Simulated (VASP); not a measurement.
## Quasiparticle energies of AlN in VASP

Aim: the quasiparticle gap of AlN, and what it costs to get it. The cell is of the wurtzite type, one of the forms listed for this formula. The start is a cell from a database of measured crystal structures.

Program: VASP 6.6.1. Level of theory: PBE; plane waves and PAW (Al_GW, N_GW), in the first sound run; inputs show where later runs differ. Results are calculated unless marked as measured.

Most raw output is cut from this account.

The database entry behind the starting cell differs from later determinations by our own check (inner coordinate u about 0.002 short), so it need not match the best structure at ambient conditions.

## (1) The starting structure

It takes space group P6_3mc (No. 186, hexagonal). Conventional cell: a = 3.113 Å, b = 3.113 Å, c = 4.981 Å, α = 90.00°, β = 90.00°, γ = 120.00°. Nearest to Al lie 4 N at 1.89 Å. Nearest to N lie 4 Al at 1.89 Å. Farther neighbours and most contacts between anions are not listed.

## (2) Ground state

The orbitals come from a self-consistent PBE run with a tight EDIFF and a narrow smearing. KPOINTS_OPT adds the bands along a path, which shows whether the mesh holds the band edges.

The input, INCAR:

```
SYSTEM = AlN
PREC = Accurate
ENCUT = 450
EDIFF = 1E-08
NELM = 100
ISMEAR = 0
SIGMA = 0.01
LREAL = .FALSE.
ALGO = Normal
GGA = PE
NBANDS = 14
LORBIT = 11
LWAVE = .TRUE.
LCHARG = .FALSE.
KPAR = 8
```

The input, POSCAR:

```
AlN
1.0
    3.1130000000      0.0000000000      0.0000000000
   -1.5565000000      2.6959370820      0.0000000000
    0.0000000000      0.0000000000      4.9810000000
Al N
2 2
Direct
    0.3333333333      0.6666666667      0.0000000000
    0.6666666667      0.3333333333      0.5000000000
    0.3333333333      0.6666666667      0.3800000000
    0.6666666667      0.3333333333      0.8800000000
```

The input, KPOINTS:

```
Automatic mesh
0
Gamma
6 6 4
0 0 0
```

The input, KPOINTS_OPT:

```
Line mode
12
Line-mode
Reciprocal
  0.00000000   0.00000000   0.00000000 GAMMA
  0.50000000   0.00000000   0.00000000 M

  0.50000000   0.00000000   0.00000000 M
  0.33333333   0.33333333   0.00000000 K

  0.33333333   0.33333333   0.00000000 K
  0.00000000   0.00000000   0.00000000 GAMMA

  0.00000000   0.00000000   0.00000000 GAMMA
  0.00000000   0.00000000   0.50000000 A

  0.00000000   0.00000000   0.50000000 A
  0.50000000   0.00000000   0.50000000 L

  0.50000000   0.00000000   0.50000000 L
  0.33333333   0.33333333   0.50000000 H

  0.33333333   0.33333333   0.50000000 H
  0.00000000   0.00000000   0.50000000 A

  0.50000000   0.00000000   0.50000000 L
  0.50000000   0.00000000   0.00000000 M

  0.33333333   0.33333333   0.00000000 K
  0.33333333   0.33333333   0.50000000 H
```

Potentials, in the order of the species: Al_GW and N_GW (PBE family, release 64).

On the command line:

```bash
> mpirun -np 8 vasp_std
```

Run time: 5.8 s. Hardware: 8 MPI ranks of AMD EPYC 9R45, shared host; peak memory 1.2 GiB.

Numbers from this step:

* free energy (TOTEN): -29.82 eV
* Fermi energy: 5.163 eV
* pressure: 1.305 GPa
* least gap on mesh and path: 4.215 eV
* least direct gap on mesh and path: 4.215 eV

The highest empty bands on the path are converged less tightly, to about 0.1 eV. The electronic bands at the labelled points (eV, zero at the valence-band top; v1 is the highest filled band, c1 the lowest empty one):

```
          point     v4     v3     v2     v1    c1    c2     c3     c4
              Γ  -0.84  -0.18  -0.18   0.00  4.21  6.66  10.61  11.16
0.55 of the way  -2.68  -1.62  -0.54  -0.42  6.29  7.39   7.96  10.19
              M  -3.34  -2.06  -1.77  -0.66  5.82  5.82   8.20  10.30
0.55 of the way  -3.11  -3.03  -1.89  -1.62  5.47  7.34   8.98  10.05
              K  -3.76  -2.42  -2.38  -2.38  5.06  8.37   9.69   9.69
0.55 of the way  -3.04  -1.49  -0.73  -0.48  6.58  7.84   8.67   8.91
              Γ  -0.84  -0.18  -0.18   0.00  4.21  6.66  10.61  11.16
0.55 of the way  -0.73  -0.73  -0.30  -0.30  5.30  6.79  10.24  11.13
              A  -0.52  -0.52  -0.52  -0.52  6.46  6.46  10.34  10.34
0.55 of the way  -1.59  -1.59  -1.08  -1.08  6.37  6.37   9.57   9.57
              L  -1.44  -1.44  -1.35  -1.35  5.32  5.32   9.29   9.29
0.55 of the way  -2.87  -2.87  -0.90  -0.90  6.30  6.30   9.12   9.12
              H  -3.83  -3.83  -0.78  -0.78  7.43  7.43   7.86   7.86
0.55 of the way  -1.68  -1.68  -1.16  -1.16  6.82  6.82   9.41   9.41
              A  -0.52  -0.52  -0.52  -0.52  6.46  6.46  10.34  10.34
      jump to L  -1.44  -1.44  -1.35  -1.35  5.32  5.32   9.29   9.29
0.55 of the way  -2.67  -1.92  -1.25  -0.87  5.14  5.91   9.32   9.47
              M  -3.34  -2.06  -1.77  -0.66  5.82  5.82   8.20  10.30
      jump to K  -3.76  -2.42  -2.38  -2.38  5.06  8.37   9.69   9.69
0.45 of the way  -4.35  -2.84  -1.57  -1.57  5.77  8.26   8.81   8.81
              H  -3.83  -3.83  -0.78  -0.78  7.43  7.43   7.86   7.86
```

Of the projections kept (Al, N), the largest for each band there; the rest of the weight can lie on other orbitals:

```
point      v4      v3      v2      v1       c1       c2       c3       c4
    Γ  N 0.81  N 0.85  N 0.85  N 0.86   N 0.72  Al 0.70   N 0.85  Al 0.99
    M  N 0.67  N 0.75  N 0.74  N 0.82  Al 0.55  Al 0.84  Al 0.52   N 0.73
    K  N 0.61  N 0.76  N 0.71  N 0.71  Al 0.96   N 0.73   N 0.64   N 0.64
    Γ  N 0.81  N 0.85  N 0.85  N 0.86   N 0.72  Al 0.70   N 0.85  Al 0.99
    A  N 0.83  N 0.83  N 0.83  N 0.83   N 0.67   N 0.67  Al 0.65  Al 0.65
    L  N 0.78  N 0.78  N 0.79  N 0.79  Al 0.67  Al 0.67  Al 0.90  Al 0.90
```

The cell has a gap of 4.21 eV on mesh and path. Forces of up to 0.13 eV/Å remain in these settings.

## (3) Empty bands, functional PBE

The next step needs empty bands that the ground-state run didn't converge, so the Hamiltonian is diagonalised exactly for NBANDS bands, in a single step. LOPTICS writes the k-derivatives of the orbitals (WAVEDER), which give the long-wavelength limit of the screening.

The input, INCAR:

```
SYSTEM = AlN
PREC = Accurate
ENCUT = 450
ISMEAR = 0
SIGMA = 0.01
LREAL = .FALSE.
GGA = PE
NBANDS = 272
ALGO = Exact
NELM = 1
LWAVE = .TRUE.
LCHARG = .FALSE.
LOPTICS = .TRUE.
NEDOS = 1000
CSHIFT = 0.1
```

POSCAR is that of step 2.

KPOINTS is that of step 2.

On the command line:

```bash
> mpirun -np 8 vasp_std
```

Elapsed: 7.6 s, on 8 MPI ranks; peak memory 1.3 GiB; 57 s of CPU time.

The gap is read on the k-mesh alone, so it is an upper bound where the band edges lie off the mesh.

A gap read on the k-mesh alone can miss the band edges.

This step gave:

```
gap on the k-mesh              : 4.215 eV
least direct gap on the k-mesh : 4.215 eV
```

WAVECAR now holds 272 bands for 16 electrons. Its independent-particle dielectric tensor has xx, yy, zz = 4.6, 4.6, 4.8 on this mesh, which isn't tested for convergence in mesh or bands and lacks local fields.

## (4) evGW0

This step: evGW0 on PBE; plane waves and PAW (Al_GW, N_GW) (VASP 6.6.1).

The lowest NBANDSGW levels in G are updated for four passes while W stays fixed, so the result depends less on the starting levels.

The input, INCAR:

```
SYSTEM = AlN
PREC = Accurate
ENCUT = 450
ISMEAR = 0
SIGMA = 0.01
LREAL = .FALSE.
GGA = PE
NBANDS = 272
ALGO = EVGW0
NELMGW = 4
ENCUTGW = 200
NOMEGA = 48
PRECFOCK = Fast
NBANDSGW = 16
LWAVE = .FALSE.
LCHARG = .FALSE.
```

POSCAR is that of step 3.

KPOINTS is that of step 3.

On the command line:

```bash
> mpirun -np 8 vasp_std
```

Run time: 12 min. Hardware: 8 MPI ranks; peak memory 2.6 GiB.

This step gave:

| Property | Result |
| --- | --- |
| quasiparticle gap on the mesh | 6.185 eV |
| smallest direct quasiparticle gap on the mesh | 6.185 eV |
| gap of the starting orbitals on the mesh | 4.215 eV |

QP gap by iteration, by row:

```
iteration  gap (eV)  direct gap (eV)
        1     5.877            5.877
        2     6.136            6.136
        3     6.178            6.178
        4     6.185            6.185
```

GW takes the gap from 4.215 to 6.185 eV. The last pass still moved it by +7 meV. The value holds for 272 bands, ENCUTGW = 200 eV and this mesh, and isn't shown to be converged in them.

## (5) Orbitals for another starting point

This step: PBE; plane waves and PAW (Al_GW, N_GW) (VASP 6.6.1).

A hybrid converges faster from good orbitals, so a cheap PBE run writes WAVECAR first.

The input, INCAR:

```
SYSTEM = AlN
PREC = Accurate
ENCUT = 450
EDIFF = 1E-05
NELM = 100
ISMEAR = 0
SIGMA = 0.01
LREAL = .FALSE.
ALGO = Normal
GGA = PE
NBANDS = 14
LORBIT = 11
LWAVE = .TRUE.
LCHARG = .FALSE.
KPAR = 8
```

POSCAR is that of step 4.

KPOINTS is that of step 4.

On the command line:

```bash
> mpirun -np 8 vasp_std
```

The job ended after 2 s (8 MPI ranks; peak memory 1.1 GiB; 12 s of CPU time).

This step gave:

```yaml
fermi_energy: 5.164 eV
pressure: 1.239 GPa
gap_on_the_k_mesh: 4.214 eV
least_direct_gap_on_the_k_mesh: 4.214 eV
```

The run ends at a pressure of 1.24 GPa, with forces up to 0.13 eV/Å.

## (6) Another starting point

This step: HSE06; plane waves and PAW (Al_GW, N_GW) (VASP 6.6.1).

To see how much the result owes to its start, the ground state is made again with HSE06. EDIFF is tight for accurate orbitals, and a narrow smearing avoids fractional occupations.

The input, INCAR:

```
SYSTEM = AlN
PREC = Accurate
ENCUT = 450
EDIFF = 1E-08
NELM = 100
ISMEAR = 0
SIGMA = 0.01
LREAL = .FALSE.
ALGO = Normal
LHFCALC = .TRUE.
AEXX = 0.25
GGA = PE
HFSCREEN = 0.2
LASPH = .TRUE.
NBANDS = 14
PRECFOCK = Fast
LORBIT = 11
LWAVE = .TRUE.
LCHARG = .FALSE.
KPAR = 8
```

POSCAR is that of step 5.

KPOINTS is that of step 5.

The run starts from files that an earlier step left in the folder.

On the command line:

```bash
> mpirun -np 8 vasp_std
```

Wall time 98 s (8 MPI ranks); peak memory 1.9 GiB; 13 min of CPU time.

The PAW data sets were made with PBE, which is usual practice but a small mismatch for other functionals.

Numbers from this step:

* free energy (TOTEN): -34.96 eV
* Fermi energy: 4.253 eV
* gap on the k-mesh: 5.595 eV
* least direct gap on the k-mesh: 5.595 eV

## (7) Empty bands, functional HSE06

The input, INCAR:

```
SYSTEM = AlN
PREC = Accurate
ENCUT = 450
ISMEAR = 0
SIGMA = 0.01
LREAL = .FALSE.
LHFCALC = .TRUE.
AEXX = 0.25
GGA = PE
HFSCREEN = 0.2
LASPH = .TRUE.
NBANDS = 272
PRECFOCK = Fast
ALGO = Exact
NELM = 1
LWAVE = .TRUE.
LCHARG = .FALSE.
LOPTICS = .TRUE.
NEDOS = 1000
CSHIFT = 0.1
```

POSCAR is that of step 6.

KPOINTS is that of step 6.

The run starts from files that an earlier step left in the folder.

On the command line:

```bash
> mpirun -np 8 vasp_std
```

It took 7.7 min on 8 MPI ranks; peak memory 2.5 GiB; 61 min of CPU time.

## (8) G0W0

This step: G0W0 on HSE06; plane waves and PAW (Al_GW, N_GW) (VASP 6.6.1).

One pass of GW corrects the levels to first order, with G and W from the starting orbitals.

The input, INCAR:

```
SYSTEM = AlN
PREC = Accurate
ENCUT = 450
ISMEAR = 0
SIGMA = 0.01
LREAL = .FALSE.
LHFCALC = .TRUE.
AEXX = 0.25
GGA = PE
HFSCREEN = 0.2
LASPH = .TRUE.
NBANDS = 272
PRECFOCK = Fast
ALGO = EVGW0
NELMGW = 1
ENCUTGW = 200
NOMEGA = 48
NBANDSGW = 16
LWAVE = .FALSE.
LCHARG = .FALSE.
```

POSCAR is that of step 7.

KPOINTS is that of step 7.

The WAVECAR or CHGCAR of an earlier step is read.

On the command line:

```bash
> mpirun -np 8 vasp_std
```

It took 3.1 min on 8 MPI ranks; peak memory 3.3 GiB; 24 min of CPU time.

This step gave:

| Property | Result |
| --- | --- |
| quasiparticle gap on the mesh | 6.523 eV |
| smallest direct quasiparticle gap on the mesh | 6.523 eV |
| gap of the starting orbitals on the mesh | 5.595 eV |

GW takes the gap from 5.595 to 6.523 eV. That is +646 meV against the one-shot pass on PBE. The value holds for 272 bands, ENCUTGW = 200 eV and this mesh, and isn't shown to be converged in them.

## (9) Summary

This step: GW series: evGW0 on PBE, G0W0 on HSE06; plane waves and PAW (VASP 6.6.1).

This step runs nothing: it gathers the runs above.

Cost is wall time times ranks on a shared host, with the step that makes the empty bands. GW runs:

```
        level  bands  ENCUTGW (eV)  NOMEGA  k mesh  starting gap (eV)  quasiparticle gap (eV)  direct gap (eV)  cost (core minutes)
 evGW0 on PBE    272           200      48   6x6x4              4.215                   6.185            6.185                98.76
G0W0 on HSE06    272           200      48   6x6x4              5.595                   6.523            6.523                85.88
```

## (10) What came out

| Quantity | Value |
| --- | --- |
| evGW0 on PBE, 272 bands, ENCUTGW 200 eV, NOMEGA 48, mesh 6×6×4 | 4.215 → 6.185 eV |
| G0W0 on HSE06, 272 bands, ENCUTGW 200 eV, NOMEGA 48, mesh 6×6×4 | 5.595 → 6.523 eV |

In words: evGW0 gives a quasiparticle gap of 6.185 eV on the mesh, 1.97 eV over the PBE gap on the same mesh. On mesh and path the starting valence top lies at Γ and the conduction bottom at Γ, so the starting gap is direct. Both points lie on the GW mesh. Over the final values of the levels run here the gap spans 6.18 to 6.52 eV. In evGW0 the first pass, which is the one-shot result, gives 5.877 eV and pass 4 gives 6.185 eV; the last pass changed the gap by +7 meV, so the loop is converged. One-shot gaps: 5.877 eV from PBE and 6.523 eV from HSE06. The starting gaps span 1.38 eV and the one-shot gaps 0.65 eV. Bands, response cutoff and mesh weren't tested for convergence. Not tabulated here, as repeats of values shown or as unfit to read for their mesh, reference level or band range: eps2 curves (empty bands); eps1 curves and static values (empty bands); gaps (empty bands).

[Lines on the potential files, build, host, timing and source positions are cut from VASP's logs without a mark.]

[Logs are printed without paths, hosts, clocks, repeated set-up lines and the standing remarks that a program may print on its own settings, such as how far it seeks lower states.]

[Hosts, paths, dates, database ids (printed as entryN), source tags and the programs' standing remarks are cut or masked in the printed files.]

[Pressures printed for these runs are not shown converged in the cutoff: they can be off by several GPa and have the wrong sign.]
